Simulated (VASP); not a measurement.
Method: PBE GGA, VASP's PBE PAW potentials (set 64) (plane waves; VASP).

A VASP calculation is set up with these files.

INCAR:
```
ISMEAR=0   # Gaussian
NELM=100
SIGMA=0.05   # width (eV)
ENCUT=520
LREAL=.FALSE.   # projection in real space or not
LWAVE=.FALSE.
LCHARG=.FALSE.
EDIFF=1E-6   # SCF stop (eV)
GGA=PE
ALGO=Normal
PREC=Accurate
LASPH=.TRUE.   # aspherical one-centre terms
ISIF=2   # forces and stress, cell fixed
SYSTEM=BN
```

File POSCAR:
```
BN
13.320
  0.0939939940  -0.1628024024   0.0000000000
  0.0939939940   0.1628024024   0.0000000000
  0.0000000000   0.0000000000   0.5000000000
B N
2 2
Direct
  0.3333330000   0.6666670000   0.2500000000
  0.6666670000   0.3333330000   0.7500000000
  0.6666670000   0.3333330000   0.2500000000
  0.3333330000   0.6666670000   0.7500000000
```

File KPOINTS:
```
K-points
0
gamma
9 9 3
0 0 0
```

POTCAR, in this order: B N (PBE.64 set). Program: vasp_std.

What VASP printed:

### OUTCAR
```
 ion  position               nearest neighbor table
   1  0.333  0.667  0.250-   3 1.45   3 1.45   3 1.45
   2  0.667  0.333  0.750-   4 1.45   4 1.45   4 1.45
   3  0.667  0.333  0.250-   1 1.45   1 1.45   1 1.45
   4  0.333  0.667  0.750-   2 1.45   2 1.45   2 1.45
  LATTYP: Found a hexagonal cell.
 ALAT       =     2.5040003368
 C/A-ratio  =     2.6597440512
 Subroutine PRICEL returns:
 Original cell was already a primitive cell.
 Subroutine GETGRP returns: Found 24 space group operations
The static configuration has the point symmetry D_3d.
 The point group associated with its full space group is D_6h.
The dynamic configuration has the point symmetry D_3d.
 Subroutine INISYM returns: Found 24 space group operations
 Subroutine IBZKPT returns following result:
 Found     24 irreducible k-points:

 Following reciprocal coordinates:
            Coordinates               Weight
  0.000000  0.000000  0.000000      1.000000
  0.111111 -0.000000  0.000000      6.000000
  0.222222 -0.000000  0.000000      6.000000
  0.333333  0.000000  0.000000      6.000000
  0.444444 -0.000000  0.000000      6.000000
  0.111111  0.111111  0.000000      6.000000
  0.222222  0.111111  0.000000     12.000000
  0.333333  0.111111  0.000000     12.000000
  0.444444  0.111111  0.000000      6.000000
  0.222222  0.222222  0.000000      6.000000
  0.333333  0.222222  0.000000     12.000000
  0.333333  0.333333  0.000000      2.000000
  0.000000  0.000000  0.333333      2.000000
  0.111111 -0.000000  0.333333     12.000000
  0.222222 -0.000000  0.333333     12.000000
  0.333333  0.000000  0.333333     12.000000
  0.444444 -0.000000  0.333333     12.000000
  0.111111  0.111111  0.333333     12.000000
  0.222222  0.111111  0.333333     24.000000
  0.333333  0.111111  0.333333     24.000000
...
```

### OSZICAR
```
       N       E                     dE             d eps       ncg     rms          rms(c)
DAV:   1     0.666951339587E+02    0.66695E+02   -0.83348E+03   576   0.122E+03
DAV:   2    -0.341393893573E+02   -0.10083E+03   -0.92842E+02   828   0.269E+02
DAV:   3    -0.386660810212E+02   -0.45267E+01   -0.44952E+01   736   0.610E+01
DAV:   4    -0.387171809365E+02   -0.51100E-01   -0.51050E-01   692   0.679E+00
DAV:   5    -0.387180629110E+02   -0.88197E-03   -0.88159E-03   748   0.855E-01    0.113E+01
DAV:   6    -0.355187834935E+02    0.31993E+01   -0.80128E+00   672   0.233E+01    0.509E+00
DAV:   7    -0.352337595739E+02    0.28502E+00   -0.50824E-01   704   0.623E+00    0.314E+00
DAV:   8    -0.351565472537E+02    0.77212E-01   -0.28810E-01   708   0.415E+00    0.398E-01
DAV:   9    -0.351535443614E+02    0.30029E-02   -0.11808E-02   684   0.988E-01    0.184E-01
DAV:  10    -0.351544766139E+02   -0.93225E-03   -0.12333E-03   696   0.311E-01    0.371E-02
DAV:  11    -0.351545799728E+02   -0.10336E-03   -0.19304E-04   724   0.124E-01    0.272E-02
DAV:  12    -0.351545763402E+02    0.36326E-05   -0.43886E-05   704   0.587E-02    0.434E-03
DAV:  13    -0.351545766030E+02   -0.26273E-06   -0.15513E-06   532   0.120E-02
   1 F= -.35154577E+02 E0= -.35154577E+02  d E =-.147355E-13
```

### OUTCAR
```
------------------------ aborting loop because EDIFF is reached ----------------------------------------
  FORCE on cell =-STRESS in cart. coord.  units (eV):
  Direction    XX          YY          ZZ          XY          YZ          ZX
  --------------------------------------------------------------------------------------
  Total        0.8435973      0.8435976      0.6157284     -0.0000000      0.0000000      0.0000000
  in kB       37.3742229     37.3742363     27.2788557     -0.0000000      0.0000000      0.0000000
  external PRESSURE =      34.0091050 kB  Pullay stress =       0.0000000 kB
  volume of cell :       36.16
      direct lattice vectors                 reciprocal lattice vectors
     1.252000000 -2.168528000  0.000000000     0.399361022 -0.230571152  0.000000000
     1.252000000  2.168528000  0.000000000     0.399361022  0.230571152  0.000000000
     0.000000000  0.000000000  6.660000000     0.000000000  0.000000000  0.150150150
  FREE ENERGIE OF THE ION-ELECTRON SYSTEM (eV)
  ---------------------------------------------------
  free  energy   TOTEN  =       -35.1545766030 eV

  energy  without entropy=      -35.1545766030  energy(sigma->0) =      -35.15457660
```
(Selected blocks of OUTCAR.)

The compound is BN in the hex structure. The cell was not relaxed at this level.
